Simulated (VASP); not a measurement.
```xyz
1
Lattice="-1.4863 1.4863 1.4863 1.4863 -1.4863 1.4863 1.4863 1.4863 -1.4863" Properties=species:S:1:pos:R:3 pbc="T T T"
V      0.0000     0.0000     0.0000
```

The numbers are results of rev-vdW-DF2, VASP's PBE PAW potentials (set 64) (plane waves; VASP), not measurements. Run with 520 eV cut-off, 17×17×17 Γ-centred mesh, first-order Methfessel-Paxton smearing of 0.10 eV, potentials V_sv.

### Question
The job: V (bcc), 1 atom, rev-vdW-DF2, static run, 520 eV, 17×17×17 Γ-centred mesh. Roughly how much core time does it take on a busy server core?

### Answer
About 20 core-seconds (one run on a shared machine, a rough figure). It had 165 irreducible k-points, 10 bands, up to 370 plane waves and 13 electronic steps.

The compound is V in the bcc structure. It was relaxed first, which changed the volume by -6 %. The run is not spin-polarised, so no magnetic state was tried.
